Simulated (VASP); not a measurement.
An input for Ansatz (written as the equivalent of a VASP run, and not itself run):

Ansatz 0.2 input:
```yaml
crystal:
  lattice:
    - [1.4661836, -2.5395045, 0.0000000]
    - [1.4661836, 2.5395045, 0.0000000]
    - [0.0000000, 0.0000000, 4.6264099]
  atoms:
    - { symbol: Ti, position: [0.3333330, 0.6666670, 0.2500000] }
    - { symbol: Ti, position: [0.6666670, 0.3333330, 0.7500000] }
kpoints:
  mp_grid: { grid: [13, 13, 7] }
hamiltonian:
  xc: r2scan
  dispersion: rvv10
  pseudopotentials: { kind: paw }
scf:
  occupations: { method: methfessel_paxton, width: 0.1 }
  max_iter: 100
relax:
  max_steps: 60
  f_tol: 0.01
  cell: {}
output: { forces: true, stress: true, eigenvalues: true }
```

Task: Write the VASP files for the same calculation (r2SCAN+rVV10).

Result: Several could match; the one computed here: 
KPOINTS:
```
kpoints
0
gamma
13 13 7
```

**POSCAR**
```
Ti
1
    1.4661835844    -2.5395045191    -0.0000000000
    1.4661835844     2.5395045191    -0.0000000000
   -0.0000000000    -0.0000000000     4.6264098904
Ti
2
Direct
  0.3333330000   0.6666670000   0.2500000000
  0.6666670000   0.3333330000   0.7500000000
```

INCAR:
```
METAGGA  =  R2SCAN
LWAVE  =  .FALSE.
ENCUT  =  520
ISIF  =  3
EDIFF  =  1E-6
ISMEAR  =  1   # Methfessel-Paxton
LMAXMIX  =  4
SIGMA  =  0.1   # width (eV)
NELM  =  100
LASPH  =  .TRUE.
NSW  =  60   # most ionic steps
PREC  =  Accurate
BPARAM  =  11.95
SYSTEM  =  Ti
ALGO  =  Normal   # blocked Davidson
LMIXTAU  =  .TRUE.
LREAL  =  .FALSE.   # projection in real space or not
LUSE_VDW  =  .TRUE.
LCHARG  =  .FALSE.
CPARAM  =  0.0093
IBRION  =  2   # conjugate gradients
EDIFFG  =  -0.01
```

POTCAR, in this order: Ti_sv (PBE.64 set). Program: vasp_std.

What does not carry over: each code has its own PAW files, so the cut-off isn't converted (ENCUT is set for VASP's; basis.ecutwfc is left out, and Ansatz then takes the one that its files recommend); Ansatz stops its SCF on the density residual and VASP on the energy change (EDIFF).

The compound is Ti in the hcp structure. It was relaxed first. The start is the result of an earlier pass.
